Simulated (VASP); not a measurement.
All values below come from PBE GGA, VASP's PBE PAW potentials (set 64) (plane waves; VASP 6.6.1).

VASP ran on this input.

**INCAR**
```
! general
SYSTEM  = Ga36N35
PREC    = Normal
ENCUT   = 400
LREAL   = Auto   ! projection in real space or not
LASPH   = T   ! aspherical one-centre terms
ISYM    = 0
NELECT  = 285.0

! electronic loop
EDIFF   = 1E-5   ! SCF stop (eV)
NELM    = 100   ! most electronic steps
NELMIN  = 4
ALGO    = Fast   ! Davidson, then RMM-DIIS
LMAXMIX = 4   ! l cut-off of mixed one-centre charges

! smearing
ISMEAR  = 0
SIGMA   = 0.05

! functional
GGA     = PE   ! PBE

! spin
ISPIN   = 2
MAGMOM  = 71*0.0141
NUPDOWN = 1

! ions
IBRION  = 2   ! conjugate gradients
NSW     = 60
ISIF    = 2   ! forces and stress, cell fixed
EDIFFG  = -0.03   ! ionic stop

! output
LWAVE   = F
LCHARG  = F
LORBIT  = 10
```

**KPOINTS**
```
Automatic mesh
0
G
 1 1 1
```

File POSCAR:
```
Ga36N35
1
    4.8683178927    -8.4321738171     0.0000000000
    4.8683178927     8.4321738171     0.0000000000
    0.0000000000     0.0000000000    10.5562839806
Ga N
36 35
Direct
  0.2222220000   0.1111110000   0.2500000000
  0.1111110000   0.2222220000   0.0000000000
  0.2222220000   0.1111110000   0.7500000000
  0.1111110000   0.2222220000   0.5000000000
  0.2222220000   0.4444440000   0.2500000000
  0.1111110000   0.5555560000   0.0000000000
  0.2222220000   0.4444440000   0.7500000000
  0.1111110000   0.5555560000   0.5000000000
  0.2222220000   0.7777780000   0.2500000000
  0.1111110000   0.8888890000   0.0000000000
  0.2222220000   0.7777780000   0.7500000000
  0.1111110000   0.8888890000   0.5000000000
  0.5555560000   0.1111110000   0.2500000000
  0.4444440000   0.2222220000   0.0000000000
  0.5555560000   0.1111110000   0.7500000000
  0.4421790000   0.2200230000   0.4968720000
  0.5545870000   0.4384080000   0.2463480000
  0.4444440000   0.5555560000   0.0000000000
  0.5555560000   0.4444440000   0.7500000000
  0.4395550000   0.5501220000   0.5034650000
  0.5555560000   0.7777780000   0.2500000000
  0.4444440000   0.8888890000   0.0000000000
  0.5555560000   0.7777780000   0.7500000000
  0.4444440000   0.8888890000   0.5000000000
  0.8888890000   0.1111110000   0.2500000000
  0.7777780000   0.2222220000   0.0000000000
  0.8888890000   0.1111110000   0.7500000000
  0.7777780000   0.2222220000   0.5000000000
  0.8888890000   0.4444440000   0.2500000000
  0.7777780000   0.5555560000   0.0000000000
  0.8888890000   0.4444440000   0.7500000000
  0.7760360000   0.5537090000   0.5038200000
  0.8888890000   0.7777780000   0.2500000000
  0.7777780000   0.8888890000   0.0000000000
  0.8888890000   0.7777780000   0.7500000000
  0.7777780000   0.8888890000   0.5000000000
  0.2239110000   0.1170520000   0.4344490000
  0.1111110000   0.2222220000   0.1885000000
  0.2222220000   0.1111110000   0.9385000000
  0.1111110000   0.2222220000   0.6885000000
  0.2174900000   0.4446560000   0.4347650000
  0.1111110000   0.5555560000   0.1885000000
  0.2222220000   0.4444440000   0.9385000000
  0.1111110000   0.5555560000   0.6885000000
  0.2222220000   0.7777780000   0.4385000000
  0.1111110000   0.8888890000   0.1885000000
  0.2222220000   0.7777780000   0.9385000000
  0.1111110000   0.8888890000   0.6885000000
  0.5574610000   0.1172660000   0.4349410000
  0.4427000000   0.2158220000   0.1881800000
  0.5555560000   0.1111110000   0.9385000000
  0.4463350000   0.2261090000   0.6891220000
  0.4452980000   0.5516620000   0.1931410000
  0.5555560000   0.4444440000   0.9385000000
  0.4492170000   0.5551140000   0.6884760000
  0.5615610000   0.7803130000   0.4357970000
  0.4444440000   0.8888890000   0.1885000000
  0.5555560000   0.7777780000   0.9385000000
  0.4444440000   0.8888890000   0.6885000000
  0.8888890000   0.1111110000   0.4385000000
  0.7777780000   0.2222220000   0.1885000000
  0.8888890000   0.1111110000   0.9385000000
  0.7777780000   0.2222220000   0.6885000000
  0.8895540000   0.4395230000   0.4346840000
  0.7842390000   0.5568250000   0.1885870000
  0.8888890000   0.4444440000   0.9385000000
  0.7728730000   0.5509890000   0.6918460000
  0.8844340000   0.7747180000   0.4387610000
  0.7777780000   0.8888890000   0.1885000000
  0.8888890000   0.7777780000   0.9385000000
  0.7777780000   0.8888890000   0.6885000000
```

POTCAR, in this order: Ga N (PBE.64 set). Program: vasp_gam.

The resulting files:

### OSZICAR
```
...
RMM:   6    -0.412956910451E+03   -0.19097E-03   -0.30855E-03   764   0.113E-01    0.790E-02
RMM:   7    -0.412956967940E+03   -0.57489E-04   -0.81753E-04   799   0.535E-02    0.353E-02
RMM:   8    -0.412956969265E+03   -0.13250E-05   -0.15040E-04   734   0.254E-02    0.174E-02
RMM:   9    -0.412956974272E+03   -0.50067E-05   -0.50286E-05   586   0.141E-02
   2 F= -.41295697E+03 E0= -.41295697E+03  d E =-.406218E+00  mag=     1.0000
       N       E                     dE             d eps       ncg     rms          rms(c)
DAV:   1    -0.412963548324E+03   -0.65791E-02   -0.22909E+00   816   0.387E+00    0.301E-01
RMM:   2    -0.412966930460E+03   -0.33821E-02   -0.43338E-02   718   0.442E-01    0.131E-01
RMM:   3    -0.412967067585E+03   -0.13713E-03   -0.58638E-03   745   0.156E-01    0.852E-02
RMM:   4    -0.412966954629E+03    0.11296E-03   -0.13179E-03   721   0.728E-02    0.334E-02
RMM:   5    -0.412966984586E+03   -0.29957E-04   -0.33665E-04   818   0.339E-02    0.172E-02
RMM:   6    -0.412966985274E+03   -0.68798E-06   -0.39356E-05   525   0.134E-02
   3 F= -.41296699E+03 E0= -.41296699E+03  d E =-.416229E+00  mag=     1.0000
       N       E                     dE             d eps       ncg     rms          rms(c)
DAV:   1    -0.413012581224E+03   -0.45597E-01   -0.84904E+00   760   0.749E+00    0.613E-01
RMM:   2    -0.413024192336E+03   -0.11611E-01   -0.17320E-01   717   0.924E-01    0.290E-01
RMM:   3    -0.413024399570E+03   -0.20723E-03   -0.25290E-02   770   0.331E-01    0.196E-01
RMM:   4    -0.413023616133E+03    0.78344E-03   -0.57474E-03   721   0.156E-01    0.760E-02
RMM:   5    -0.413023702302E+03   -0.86168E-04   -0.14039E-03   809   0.722E-02    0.443E-02
RMM:   6    -0.413023685483E+03    0.16819E-04   -0.26943E-04   742   0.322E-02    0.249E-02
RMM:   7    -0.413023692455E+03   -0.69722E-05   -0.98350E-05   716   0.165E-02
   4 F= -.41302369E+03 E0= -.41302369E+03  d E =-.567072E-01  mag=     1.0000
       N       E                     dE             d eps       ncg     rms          rms(c)
DAV:   1    -0.413023988610E+03   -0.30313E-03   -0.68410E-02   856   0.670E-01    0.561E-02
RMM:   2    -0.413024080418E+03   -0.91808E-04   -0.13411E-03   717   0.807E-02    0.259E-02
RMM:   3    -0.413024085727E+03   -0.53086E-05   -0.21115E-04   773   0.297E-02    0.172E-02
RMM:   4    -0.413024080613E+03    0.51132E-05   -0.40105E-05   530   0.133E-02
   5 F= -.41302408E+03 E0= -.41302408E+03  d E =-.570953E-01  mag=     1.0000
       N       E                     dE             d eps       ncg     rms          rms(c)
DAV:   1    -0.413037594029E+03   -0.13508E-01   -0.21699E+00   754   0.378E+00    0.295E-01
RMM:   2    -0.413040821100E+03   -0.32271E-02   -0.41259E-02   717   0.446E-01    0.131E-01
RMM:   3    -0.413041109165E+03   -0.28806E-03   -0.61103E-03   766   0.163E-01    0.876E-02
RMM:   4    -0.413040983737E+03    0.12543E-03   -0.10097E-03   721   0.691E-02    0.389E-02
RMM:   5    -0.413040999242E+03   -0.15505E-04   -0.27818E-04   779   0.339E-02    0.185E-02
RMM:   6    -0.413040998639E+03    0.60342E-06   -0.50696E-05   567   0.145E-02
   6 F= -.41304100E+03 E0= -.41304100E+03  d E =-.169180E-01  mag=     1.0000
       N       E                     dE             d eps       ncg     rms          rms(c)
DAV:   1    -0.413042130453E+03   -0.11312E-02   -0.45898E-01   760   0.174E+00    0.137E-01
RMM:   2    -0.413042830466E+03   -0.70001E-03   -0.88455E-03   717   0.207E-01    0.616E-02
RMM:   3    -0.413042893525E+03   -0.63059E-04   -0.13226E-03   768   0.757E-02    0.410E-02
RMM:   4    -0.413042866840E+03    0.26685E-04   -0.22210E-04   721   0.324E-02    0.178E-02
RMM:   5    -0.413042870003E+03   -0.31635E-05   -0.57451E-05   597   0.156E-02
   7 F= -.41304287E+03 E0= -.41304287E+03  d E =-.187894E-01  mag=     1.0000
       N       E                     dE             d eps       ncg     rms          rms(c)
DAV:   1    -0.413046519811E+03   -0.36530E-02   -0.15046E+00   722   0.315E+00    0.219E-01
RMM:   2    -0.413048537445E+03   -0.20176E-02   -0.26260E-02   719   0.349E-01    0.944E-02
RMM:   3    -0.413048752889E+03   -0.21544E-03   -0.42293E-03   778   0.132E-01    0.703E-02
RMM:   4    -0.413048652407E+03    0.10048E-03   -0.65466E-04   725   0.561E-02    0.288E-02
RMM:   5    -0.413048659957E+03   -0.75504E-05   -0.18085E-04   757   0.278E-02    0.141E-02
RMM:   6    -0.413048659448E+03    0.50937E-06   -0.34179E-05   500   0.120E-02
   8 F= -.41304866E+03 E0= -.41304866E+03  d E =-.578944E-02  mag=     1.0000
       N       E                     dE             d eps       ncg     rms          rms(c)
DAV:   1    -0.413048746354E+03   -0.86397E-04   -0.59140E-02   824   0.624E-01    0.441E-02
RMM:   2    -0.413048829786E+03   -0.83432E-04   -0.10621E-03   718   0.705E-02    0.199E-02
RMM:   3    -0.413048838818E+03   -0.90319E-05   -0.17677E-04   724   0.268E-02    0.145E-02
RMM:   4    -0.413048834773E+03    0.40449E-05   -0.27751E-05   470   0.116E-02
   9 F= -.41304883E+03 E0= -.41304883E+03  d E =-.596477E-02  mag=     1.0000
       N       E                     dE             d eps       ncg     rms          rms(c)
DAV:   1    -0.413050013321E+03   -0.11745E-02   -0.63473E-01   722   0.206E+00    0.147E-01
RMM:   2    -0.413050973984E+03   -0.96066E-03   -0.11729E-02   716   0.236E-01    0.653E-02
RMM:   3    -0.413051086138E+03   -0.11215E-03   -0.19675E-03   785   0.886E-02    0.488E-02
RMM:   4    -0.413051037405E+03    0.48733E-04   -0.29682E-04   723   0.383E-02    0.194E-02
RMM:   5    -0.413051040216E+03   -0.28109E-05   -0.78569E-05   693   0.187E-02
  10 F= -.41305104E+03 E0= -.41305104E+03  d E =-.220544E-02  mag=     1.0000
       N       E                     dE             d eps       ncg     rms          rms(c)
DAV:   1    -0.413051051084E+03   -0.13679E-04   -0.12449E-02   848   0.289E-01    0.236E-02
RMM:   2    -0.413051074547E+03   -0.23463E-04   -0.27949E-04   721   0.368E-02    0.112E-02
RMM:   3    -0.413051077478E+03   -0.29313E-05   -0.45436E-05   560   0.140E-02    0.846E-03
RMM:   4    -0.413051076536E+03    0.94214E-06   -0.92021E-06   430   0.678E-03
  11 F= -.41305108E+03 E0= -.41305108E+03  d E =-.224176E-02  mag=     1.0000
       N       E                     dE             d eps       ncg     rms          rms(c)
DAV:   1    -0.413051746781E+03   -0.66930E-03   -0.31724E-01   722   0.145E+00    0.990E-02
RMM:   2    -0.413052195808E+03   -0.44903E-03   -0.54576E-03   718   0.161E-01    0.426E-02
RMM:   3    -0.413052256576E+03   -0.60768E-04   -0.95865E-04   789   0.616E-02    0.323E-02
RMM:   4    -0.413052236200E+03    0.20376E-04   -0.12488E-04   724   0.251E-02    0.144E-02
RMM:   5    -0.413052236572E+03   -0.37221E-06   -0.38312E-05   518   0.133E-02
  12 F= -.41305224E+03 E0= -.41305224E+03  d E =-.116004E-02  mag=     1.0000
       N       E                     dE             d eps       ncg     rms          rms(c)
DAV:   1    -0.413052266110E+03   -0.29911E-04   -0.28281E-02   760   0.434E-01    0.310E-02
RMM:   2    -0.413052309851E+03   -0.43741E-04   -0.51996E-04   718   0.500E-02    0.136E-02
RMM:   3    -0.413052316528E+03   -0.66767E-05   -0.94669E-05   642   0.193E-02    0.105E-02
RMM:   4    -0.413052314728E+03    0.17999E-05   -0.13596E-05   433   0.829E-03
  13 F= -.41305231E+03 E0= -.41305231E+03  d E =-.123819E-02  mag=     1.0000
       N       E                     dE             d eps       ncg     rms          rms(c)
DAV:   1    -0.413052709017E+03   -0.39249E-03   -0.19126E-01   728   0.113E+00    0.806E-02
RMM:   2    -0.413052983117E+03   -0.27410E-03   -0.32825E-03   716   0.128E-01    0.360E-02
RMM:   3    -0.413053021988E+03   -0.38871E-04   -0.59260E-04   794   0.488E-02    0.259E-02
RMM:   4    -0.413053011053E+03    0.10934E-04   -0.72026E-05   684   0.193E-02    0.125E-02
RMM:   5    -0.413053011001E+03    0.52823E-07   -0.23187E-05   448   0.106E-02
  14 F= -.41305301E+03 E0= -.41305301E+03  d E =-.696273E-03  mag=     1.0000
```

File OUTCAR:
```
------------------------ aborting loop because EDIFF is reached ----------------------------------------
  FORCE on cell =-STRESS in cart. coord.  units (eV):
  Direction    XX          YY          ZZ          XY          YZ          ZX
  --------------------------------------------------------------------------------------
  Total       14.1754507     14.3815140     18.9542774      0.0518732      0.6440134      0.4765401
  in kB       26.2052266     26.5861623     35.0395302      0.0958945      1.1905454      0.8809484
  external PRESSURE =      29.2769730 kB  Pullay stress =       0.0000000 kB
  volume of cell :      866.68
      direct lattice vectors                 reciprocal lattice vectors
     4.868317893 -8.432173817  0.000000000     0.102704879 -0.059296690  0.000000000
     4.868317893  8.432173817  0.000000000     0.102704879  0.059296690  0.000000000
     0.000000000  0.000000000 10.556283981     0.000000000  0.000000000  0.094730305
  FREE ENERGIE OF THE ION-ELECTRON SYSTEM (eV)
  ---------------------------------------------------
  free  energy   TOTEN  =      -413.0530110006 eV

  energy  without entropy=     -413.0530110006  energy(sigma->0) =     -413.05301100

 total charge

# of ion       s       p       d       tot
------------------------------------------
    1        1.007   1.351   0.359   2.718
    2        1.005   1.349   0.358   2.712
    3        1.005   1.354   0.360   2.719
    4        1.006   1.347   0.357   2.711
    5        1.006   1.347   0.357   2.711
    6        1.006   1.348   0.357   2.711
    7        1.006   1.359   0.362   2.726
    8        1.004   1.322   0.343   2.669
    9        1.008   1.349   0.358   2.715
   10        1.006   1.346   0.357   2.709
   11        1.006   1.345   0.357   2.708
   12        1.004   1.323   0.344   2.671
   13        1.007   1.350   0.359   2.716
   14        1.006   1.366   0.366   2.738
   15        1.005   1.355   0.360   2.721
   16        1.021   1.190   0.267   2.478
   17        1.079   1.175   0.240   2.494
   18        1.004   1.355   0.361   2.721
   19        1.010   1.351   0.361   2.721
   20        1.030   1.190   0.264   2.484
   21        1.006   1.349   0.358   2.713
   22        1.006   1.347   0.357   2.709
   23        1.005   1.357   0.361   2.723
   24        1.004   1.323   0.344   2.670
   25        1.007   1.352   0.360   2.719
   26        1.005   1.349   0.358   2.711
   27        1.008   1.351   0.358   2.717
   28        1.007   1.348   0.358   2.712
   29        1.006   1.348   0.358   2.712
   30        1.005   1.359   0.363   2.728
   31        1.006   1.358   0.361   2.725
   32        1.027   1.191   0.266   2.484
   33        1.007   1.351   0.359   2.717
   34        1.005   1.350   0.359   2.714
   35        1.005   1.356   0.361   2.722
   36        1.006   1.346   0.357   2.709
   37        1.252   2.416   0.000   3.668
   38        1.250   2.443   0.000   3.693
   39        1.249   2.445   0.000   3.694
   40        1.251   2.444   0.000   3.694
   41        1.253   2.414   0.000   3.667
   42        1.250   2.442   0.000   3.692
   43        1.249   2.446   0.000   3.694
   44        1.250   2.444   0.000   3.694
   45        1.249   2.444   0.000   3.694
   46        1.250   2.442   0.000   3.692
   47        1.250   2.442   0.000   3.692
   48        1.250   2.443   0.000   3.693
   49        1.252   2.416   0.000   3.668
   50        1.256   2.439   0.000   3.696
   51        1.249   2.445   0.000   3.694
   52        1.253   2.437   0.000   3.689
   53        1.255   2.434   0.000   3.690
   54        1.250   2.448   0.000   3.698
   55        1.254   2.440   0.000   3.695
   56        1.253   2.415   0.000   3.668
   57        1.250   2.442   0.000   3.692
   58        1.249   2.446   0.000   3.694
   59        1.250   2.443   0.000   3.694
   60        1.250   2.441   0.000   3.691
   61        1.250   2.442   0.000   3.692
   62        1.250   2.444   0.000   3.693
   63        1.251   2.444   0.000   3.695
   64        1.253   2.415   0.000   3.667
   65        1.256   2.437   0.000   3.692
   66        1.249   2.446   0.000   3.694
   67        1.254   2.440   0.000   3.693
   68        1.253   2.416   0.000   3.669
   69        1.250   2.443   0.000   3.693
   70        1.249   2.446   0.000   3.694
   71        1.251   2.443   0.000   3.694
--------------------------------------------------
tot         80.133 133.231  12.485 225.848

 magnetization (x)

# of ion       s       p       d       tot
------------------------------------------
    1       -0.000   0.000   0.000   0.000
    2        0.000   0.000   0.000   0.001
    3        0.001   0.004   0.001   0.005
    4        0.000   0.000   0.000   0.000
    5       -0.000   0.001   0.000   0.001
    6        0.001   0.000   0.000   0.002
    7        0.001   0.005   0.001   0.007
    8       -0.000  -0.001  -0.000  -0.001
    9        0.000   0.000  -0.000   0.000
   10        0.001   0.000   0.000   0.001
...
```
(Selected blocks of OUTCAR.)

**CONTCAR**
```
Ga36N35
   1.00000000000000
     4.8683178927000004   -8.4321738171000007    0.0000000000000000
     4.8683178927000004    8.4321738171000007    0.0000000000000000
     0.0000000000000000    0.0000000000000000   10.5562839805999999
  Ga              N
    36    35
Direct
     0.2229043780267301    0.1110296069845478    0.2485328986489677
     0.1111269247711299    0.2220592379129021    0.9998311517582463
     0.2214834461540040    0.1111022734050412    0.7493528538278038
     0.1106043776764694    0.2222166737903958    0.5000508095637975
     0.2238957960855480    0.4444728385026327    0.2493658561546196
     0.1111223861385526    0.5553055221071235    0.0004425721326716
     0.2208427097855344    0.4438968953302413    0.7507883415843952
     0.1116422737908857    0.5566894285079022    0.5005296267708358
     0.2223593282956582    0.7774361322093275    0.2489922776250926
     0.1109516607589660    0.8889751736892798    0.9997172526040544
     0.2222711060138098    0.7779625048067286    0.7503089698186971
     0.1115202679386462    0.8884479019067987    0.5000780895304835
     0.5551171016333536    0.1107075206620963    0.2488547594691418
     0.4441559775845705    0.2212653858246713    0.9981721631833711
     0.5560843907175879    0.1110267163696720    0.7493707175388005
     0.4480888123225555    0.2303054980879416    0.5006457520849702
     0.5552826967470815    0.4406500942433888    0.2520834633472046
     0.4445807328230078    0.5551543652549771    0.9994653540814579
     0.5554262838284817    0.4445804245023294    0.7511414597467221
     0.4483053637602368    0.5523597453682337    0.5042367172152709
     0.5552037404756073    0.7754185635067220    0.2492126807440889
     0.4447129163819325    0.8888680621030240    0.0000640238506682
     0.5560774660269916    0.7789652305211913    0.7508041581616608
     0.4433195399198600    0.8883958527511022    0.5003070636201580
     0.8887611894307588    0.1106050165477483    0.2490383837849691
     0.7776805104180272    0.2220340266085864    0.9996780473185541
     0.8887789158609161    0.1109045592733463    0.7503195856604929
     0.7778485143933096    0.2221518019834211    0.5000000740125817
     0.8885144955574472    0.4444481131953328    0.2492269653326021
     0.7779721324950262    0.5552013219300019    0.9991612777766294
     0.8893221673909044    0.4437413905220870    0.7502313773333934
     0.7705282674812869    0.5524398369149546    0.5031311767942457
     0.8879979490491714    0.7759161890997944    0.2488938947163264
     0.7778771256448695    0.8886997490942518    0.0001350636304227
     0.8892520560584875    0.7785917114349037    0.7502779332098444
     0.7777205878434595    0.8890217795034767    0.5003302415194195
     0.2246973877521773    0.1135595847571626    0.4380892988935888
     0.1111529429093275    0.2219446992876515    0.1884491678563600
     0.2216577693243939    0.1108019559673385    0.9370822389683483
     0.1106292274228680    0.2222797638481762    0.6877626779318111
     0.2253338820317732    0.4451764915849595    0.4388531665841477
     0.1113537156637165    0.5547094740826471    0.1890546965067328
     0.2218509982293420    0.4441439685819935    0.9384691858124793
     0.1111360537896603    0.5558028411014204    0.6880735414809438
     0.2220655283201971    0.7778081674806324    0.4375762255770783
     0.1105837916057132    0.8883661412781583    0.1884911150305016
     0.2222423744452842    0.7776716017033901    0.9385090217778368
     0.1111338246940938    0.8889366562832460    0.6876059465003062
     0.5550505390931412    0.1134350453785119    0.4383793126877136
     0.4424053113030292    0.2174906164654177    0.1845732635555182
     0.5558665394356660    0.1105662483319157    0.9371088863982279
     0.4443545151460977    0.2221927175312334    0.6887336657060422
     0.4444740574787398    0.5548055492107857    0.1868063576575972
     0.5556709531268598    0.4439191312136717    0.9385132476221960
     0.4435966563525803    0.5561699701030501    0.6918309000949433
     0.5549705327660395    0.7748767129122458    0.4385789524486410
     0.4450806493748043    0.8879837986065899    0.1887808477634707
     0.5557961941562218    0.7778572252039472    0.9385196752542376
     0.4443378655567983    0.8889455548560981    0.6877965838320339
     0.8887171843667409    0.1110488477024924    0.4376504921319461
     0.7776979238464692    0.2218690269175521    0.1883508107498069
     0.8888159608683357    0.1108266848949435    0.9384424033198527
     0.7780481483863046    0.2220365173403552    0.6876911731522420
     0.8864204685362308    0.4450194958617190    0.4387872943383840
     0.7797231172406061    0.5557016134329772    0.1860288840723384
     0.8893548551729054    0.4440485200305709    0.9379401316127793
     0.7785272925495159    0.5556938024590328    0.6906346613401025
     0.8864010858348991    0.7750132653558912    0.4382865858772687
     0.7777318288214607    0.8881937848348002    0.1886158065637158
     0.8889635055826525    0.7778446547578529    0.9379009546256789
     0.7778097295344875    0.8889677261854004    0.6880137921224040
```

At this cut-off the stress carries a Pulay error, which pulls relaxed volumes low. The cell is charged, with a uniform compensating background. The supercell is sampled at Γ alone, which is coarse: total energies, pressure and levels can be off, energies of defects by several tenths of an eV.

The cell is a supercell with a defect, built from GaN (wurtzite): vac_N, charge -2.
